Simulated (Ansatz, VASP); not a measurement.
## BiW: VASP beside Ansatz

The input INCAR:

```
PREC = Accurate
ENCUT = 520
EDIFF = 1E-6
ISMEAR = -1
SIGMA = 0.1
LREAL = F
LASPH = T
NELM = 60
ALGO = Normal
ISIF = 2
LWAVE = F
LCHARG = F
GGA = CA
NBANDS = 22
```

Contents of KPOINTS:

```
Automatic mesh
0
Gamma
  11 11 11
```

The input POSCAR:

```
BiW
1.0
    2.6784737591      0.0000000000      0.0000000000
    0.0000000000      2.6784737591      0.0000000000
    0.0000000000      0.0000000000      2.6784737591
W Bi
1 1
Direct
    0.0000000000      0.0000000000      0.0000000000
    0.5000000000      0.5000000000      0.5000000000
```

Input for Ansatz:

```yaml
crystal:
  lattice:
    - [2.6784737591, 0.0, 0.0]
    - [0.0, 2.6784737591, 0.0]
    - [0.0, 0.0, 2.6784737591]
  atoms:
    - { symbol: W, position: [0.0, 0.0, 0.0] }
    - { symbol: Bi, position: [0.5, 0.5, 0.5] }
kpoints:
  mp_grid: { grid: [11, 11, 11] }
scf:
  occupations: { method: fermi_dirac, width: 0.1 }
hamiltonian:
  xc: lda
  pseudopotentials: { kind: all_electron, lapw: { basis_error: 0.001 } }
output:
  forces: true
  stress: true
  eigenvalues: true
  populations: true
```

Change from the starting cell: volume scaled by 0.5, LAPW.

Alike in both runs: task single point; functional LDA; k mesh 11 × 11 × 11; occupations fermi-dirac, width 0.1 eV; no spin polarisation.

|  | VASP | Ansatz |
| --- | --- | --- |
| version | VASP 6.6.1 | Ansatz 0.2.0 |
| potentials or method | VASP PAW LDA potentials, release 64 (W_sv, Bi_d) | all-electron LAPW, scalar-relativistic |
| plane-wave cutoff (eV) | 520 | see its input |

```csv
,VASP,Ansatz,Ansatz less VASP
pressure (GPa),597.0,579.9,-17.11
```

Ansatz ran all-electron here, so the differences hold the error of VASP's frozen core and of both bases.

Caveats: the cell as given lies far from equilibrium; so large a pressure means that the cell lies far from this level's equilibrium, or that cutoff or potentials fall short (VASP); spin-orbit coupling is left out, which moves the levels of the heavy elements.
